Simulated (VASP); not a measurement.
VASP ran on this input.

KPOINTS:
```
kpoints
0
gamma
  8 8 8
0 0 0
```

### POSCAR
```
SrO
1.0
  0.0000000000   2.5739230000   2.5495790000
  2.5541340000   0.0000000000   2.5495790000
  2.5541340000   2.5739230000   0.0000000000
Sr O
1 1
direct
  0.0000000000   0.0000000000   0.0000000000
  0.4960160000   0.5039840000   0.5039840000
```

### INCAR
```
SYSTEM=SrO
PREC=Accurate; ENCUT=520; LREAL=F
LASPH=T; ISYM=-1
EDIFF=1E-6; NELM=100; ALGO=Normal
LMAXMIX=4
ISMEAR=0; SIGMA=0.05
GGA=PE
ISIF=2
LWAVE=F; LCHARG=F
```

POTCAR, in this order: Sr_sv O (PBE.64 set). Program: vasp_std.

Translate this PBE calculation to Ansatz.

One equivalent input (not run):
Ansatz 0.2 input:
```yaml
crystal:
  lattice:
    - [0.0000000, 2.5739230, 2.5495790]
    - [2.5541340, 0.0000000, 2.5495790]
    - [2.5541340, 2.5739230, 0.0000000]
  symmetry: { detect: false }
  atoms:
    - { symbol: Sr, position: [0.0000000, 0.0000000, 0.0000000] }
    - { symbol: O, position: [0.4960160, 0.5039840, 0.5039840] }
kpoints:
  mp_grid: { grid: [8, 8, 8] }
hamiltonian:
  xc: pbe
  pseudopotentials: { kind: paw }
scf:
  occupations: { method: gaussian, width: 0.05 }
  max_iter: 100
output: { forces: true, stress: true, eigenvalues: true }
```
What does not carry over: each code has its own PAW files, so the cut-off isn't converted (ENCUT is set for VASP's; basis.ecutwfc is left out, and Ansatz then takes the one that its files recommend); Ansatz stops its SCF on the density residual and VASP on the energy change (EDIFF).

The compound is SrO in the rock salt structure. The cell was not relaxed at this level, atoms are displaced from their ideal sites. The run is one of a series of settings (ISYM = -1 against the base run), some of them coarse on purpose.
